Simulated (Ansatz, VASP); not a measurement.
# Cross-check of Ca2H3Br between VASP and Ansatz, part 2 of 2

One calculation is typed for both programs; each brings its own data sets. How far apart do they land? The cell is taken from a series of runs on this material, whose earlier steps may have relaxed, scaled, displaced or heated it; both programs get it as it stands.

VASP 6.6.1 and Ansatz 0.2.0.

So far: The starting structure; Ansatz: G0W0 gap, LDA; VASP: G0W0 gap, LDA.

## Step 3: VASP: G0W0 gap, LDA (continued)

Level of this step: G0W0 on LDA; plane waves and PAW (Ca_sv_GW, H_GW, Br_GW) (VASP).

Numbers of over 12 decimals in the logs are rounded to 6 here.

OUTCAR, selected parts (step 3):

```text
ion  position               nearest neighbor table
   1  0.667  0.333  0.186-   4 2.27   4 2.27   4 2.27   3 2.30   6 3.12   6 3.12   6 3.12   2 3.40
                             2 3.40   2 3.40
   2  0.333  0.667  0.814-   3 2.27   3 2.27   3 2.27   4 2.30   6 3.12   6 3.12   6 3.12   1 3.40
                             1 3.40   1 3.40
   3  0.667  0.333  0.850-   2 2.27   2 2.27   2 2.27   1 2.30
   4  0.333  0.667  0.150-   1 2.27   1 2.27   1 2.27   2 2.30
   5  0.000  0.000  0.000-
   6  0.000  0.000  0.500-   1 3.12   2 3.12   1 3.12   2 3.12   1 3.12   2 3.12

  LATTYP: Found a hexagonal cell.
 ALAT       =     3.9029399857
 C/A-ratio  =     1.7559925633

 Subroutine GETGRP returns: Found 12 space group operations
 (whereof 12 operations were pure point group operations)

The static configuration has the point symmetry D_3d.

 Found      6 irreducible k-points:

   k-points           NKPTS =      6   k-points in BZ     NKDIM =     18   number of bands    NBANDS=     74

   dimension x,y,z NGX =    24 NGY =   24 NGZ =   40
   dimension x,y,z NGXF=    48 NGYF=   48 NGZF=   80

   ENCUT  =  320.0 eV  23.52 Ry    4.85 a.u.   5.69  5.69 10.00*2*pi/ulx,y,z

   NELECT =      30.0000    total number of electrons

  energy-cutoff  :      320.00
  volume of cell :       90.41
      direct lattice vectors                 reciprocal lattice vectors
     3.902939986  0.000000000  0.000000000     0.256217109  0.147927017 -0.000000000
    -1.951469993  3.380045177  0.000000000     0.000000000  0.295854034  0.000000000
     0.000000000  0.000000000  6.853533590     0.000000000 -0.000000000  0.145910133

 k-points in reciprocal lattice and weights: Automatic mesh
   0.00000000  0.00000000  0.00000000       0.056
   0.33333333  0.00000000  0.00000000       0.333
   0.33333333  0.33333333  0.00000000       0.111
   0.00000000  0.00000000  0.50000000       0.056
   0.33333333  0.00000000  0.50000000       0.333
   0.33333333  0.33333333  0.50000000       0.111

 E-fermi :   5.8448

 QP shifts <psi_nk| G(iteration)W_0 |psi_nk>: iteration 1
 for sc-GW calculations column KS-energies equals QP-energies in previous step
 and V_xc(KS)=  KS-energies - (<T + V_ion + V_H > + <T+V_H+V_ion>^1  + <V_x>^1)
 k-point   1 :       0.0000    0.0000    0.0000
  band No.  KS-energies  QP-energies   sigma(KS)   V_xc(KS)     V^pw_x(r,r')   Z            occupation Imag(sigma)
    ...
     12       1.2102       0.7537     -13.7541     -13.1473     -16.6710       0.7523       2.0000       0.1920
     13       1.2102       0.7537     -13.7541     -13.1473     -16.6710       0.7523       2.0000       0.1920
     14       2.0427       1.6442     -12.7309     -12.1945     -15.2882       0.7430       2.0000       0.1845
     15       4.9045       4.5248     -11.4209     -10.9193     -13.1079       0.7569       2.0000       0.1368
     16       7.0652       9.1841     -10.4065     -13.2068      -6.3323       0.7567       0.0000      -0.2075
     17       7.0652       9.1841     -10.4065     -13.2068      -6.3323       0.7567       0.0000      -0.2075
     18       7.1532       8.7759      -9.4312     -11.5464      -5.6448       0.7672       0.0000      -0.1918
     19       7.1743       9.2093     -10.3575     -13.0419      -6.4106       0.7581       0.0000      -0.2019
    ...

 k-point   2 :       0.3333    0.0000    0.0000
  band No.  KS-energies  QP-energies   sigma(KS)   V_xc(KS)     V^pw_x(r,r')   Z            occupation Imag(sigma)
    ...
     12       0.2274      -0.3892     -12.2569     -11.4023     -15.4867       0.7215       2.0000       0.2818
     13       0.8137       0.3092     -13.5417     -12.8687     -16.4927       0.7496       2.0000       0.1990
     14       1.5317       1.0368     -12.3202     -11.6475     -15.0456       0.7357       2.0000       0.2075
     15       2.5948       2.2755     -11.6522     -11.2209     -13.8816       0.7403       2.0000       0.1825
     16       7.2819       9.1400      -9.7733     -12.2175      -5.7125       0.7602       0.0000      -0.2083
     17       7.3916       9.4518     -10.4500     -13.1928      -6.3264       0.7511       0.0000      -0.2148
     18       7.5600       9.5437     -10.0759     -12.6972      -6.0067       0.7568       0.0000      -0.2128
     19       7.9171       9.7806     -10.0366     -12.4951      -6.0102       0.7580       0.0000      -0.2170
    ...

 k-point   3 :       0.3333    0.3333    0.0000
  band No.  KS-energies  QP-energies   sigma(KS)   V_xc(KS)     V^pw_x(r,r')   Z            occupation Imag(sigma)
    ...
     12      -0.0772      -0.5968     -13.1943     -12.4977     -16.1480       0.7460       2.0000       0.2092
     13       1.3561       0.8962     -11.3418     -10.7001     -14.2018       0.7167       2.0000       0.2582
     14       1.5000       0.9299     -12.5427     -11.7644     -15.3785       0.7325       2.0000       0.2111
     15       1.5000       0.9299     -12.5427     -11.7644     -15.3785       0.7325       2.0000       0.2111
     16       6.6039       8.1733      -9.2633     -11.3039      -5.4697       0.7691       0.0000      -0.1831
     17       6.6039       8.1733      -9.2633     -11.3039      -5.4697       0.7691       0.0000      -0.1831
     18       7.5843       9.7862     -10.4979     -13.4358      -6.1614       0.7495       0.0000      -0.2292
     19       8.6337      10.8251     -10.8481     -13.8059      -6.4676       0.7409       0.0000      -0.2574
    ...

 k-point   4 :       0.0000    0.0000    0.5000
  band No.  KS-energies  QP-energies   sigma(KS)   V_xc(KS)     V^pw_x(r,r')   Z            occupation Imag(sigma)
    ...
     12       0.8655       0.3495     -11.6880     -10.9792     -14.4818       0.7281       2.0000       0.2445
     13       1.1988       0.7483     -13.7337     -13.1345     -16.6408       0.7518       2.0000       0.1919
     14       1.1988       0.7483     -13.7337     -13.1345     -16.6408       0.7518       2.0000       0.1919
     15       5.1815       4.7216     -11.9795     -11.3686     -13.8527       0.7529       2.0000       0.1396
     16       6.6456       7.9165      -8.3773     -10.0046      -4.7582       0.7811       0.0000      -0.1715
     17       6.8798       8.8257     -10.0766     -12.6288      -6.2188       0.7625       0.0000      -0.1924
     18       6.8798       8.8257     -10.0766     -12.6288      -6.2188       0.7625       0.0000      -0.1924
     19       7.6255       9.8075     -10.8265     -13.7461      -6.6153       0.7474       0.0000      -0.2282
    ...

[... 2 further parts left out ...]
```

## Step 4: Comparison

Known differences besides the potentials themselves: the two LDA forms differ slightly; fixed occupations in Ansatz, narrow Gaussian smearing in VASP; the cutoff is 420 eV in Ansatz and 320 eV in VASP; VASP's log shows a relativistic correction to its local exchange, Ansatz's none; Ansatz integrates over frequency by contour deformation, VASP on a grid of NOMEGA points; Ansatz's G0W0 levels solve the quasiparticle equation, VASP's are linearised. Total energies have different zeros and are not compared.

Compared:

```tsv
quantity	Ansatz	VASP	difference
G0W0 gap on the mesh (eV)	3.05	3.19	-0.15
Kohn-Sham gap under it (eV)	1.36	1.33	+0.04
```

## Step 5: What came out

| Item | Value |
| --- | --- |
| difference in G0W0 gap on the mesh (G0W0 gap, LDA) | -0.15 eV |

What this shows: The difference in G0W0 gap on the mesh is -0.15 eV (G0W0 gap, LDA). Such differences can come from data sets, numerical settings and the points named under the comparisons, not from the functional's error against experiment.

[Lines on the potential files, build, host, timing and source positions are cut from VASP's logs without a mark.]

[Logs are printed without paths, hosts, clocks, repeated set-up lines and the standing remarks that a program may print on its own settings, such as how far it seeks lower states.]

[Hosts, paths, dates, database ids (printed as entryN), source tags and the programs' standing remarks are cut or masked in the printed files.]
